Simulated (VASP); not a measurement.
These are r2SCAN meta-GGA, VASP's PBE PAW potentials (set 64) (plane waves; VASP) values and carry that method's errors.

Input for VASP

INCAR:
```
SYSTEM = Li
PREC = Accurate
ENCUT = 600
EDIFF = 1E-7
NELM = 100
ALGO = Normal
LREAL = .FALSE.
LASPH = .TRUE.
ISMEAR = 1
SIGMA = 0.1
METAGGA = R2SCAN
LMIXTAU = .TRUE.
LWAVE = .FALSE.
LCHARG = .FALSE.
ISIF = 2
```

### POSCAR
```
Li
1
   -1.7281284345     1.7410893977     1.7410893977
    1.7281284345    -1.7151674712     1.7151674712
    1.7281284345     1.7151674712    -1.7151674712
Li
1
Direct
  0.0000000000   0.0000000000   0.0000000000
```

File KPOINTS:
```
Automatic
0
Gamma
 14 14 14
0 0 0
```

POTCAR, in this order: Li_sv (PBE.64 set). Program: vasp_std.

### Question
Predict the energy per atom (σ→0), band gap (on the k-mesh).

### Answer

| Quantity | Value |
|---|---|
| energy per atom (σ→0) | -2.380 eV/atom |
| band gap (on the k-mesh) | none (metal, semimetal or under 0.01 eV) |

OSZICAR:
```
...
DAV:  21    -0.238031264030E+01   -0.15719E-05   -0.23531E-08  4130   0.173E-03    0.196E-04
DAV:  22    -0.238031476299E+01   -0.21227E-05   -0.31174E-08  4345   0.251E-03    0.811E-05
DAV:  23    -0.238031529705E+01   -0.53406E-06   -0.67373E-09  2300   0.114E-03    0.282E-05
DAV:  24    -0.238031500829E+01    0.28876E-06   -0.11217E-09  2195   0.393E-04    0.347E-05
DAV:  25    -0.238031520334E+01   -0.19505E-06   -0.37425E-10  2160   0.212E-04    0.196E-05
DAV:  26    -0.238031537282E+01   -0.16948E-06   -0.30329E-10  2170   0.153E-04    0.836E-06
DAV:  27    -0.238031542813E+01   -0.55307E-07   -0.14729E-10  2150   0.121E-04
   1 F= -.23803154E+01 E0= -.23800771E+01  d E =-.714840E-03
```

The compound is Li in the bcc structure. This cell was strained or had an atom moved on purpose.
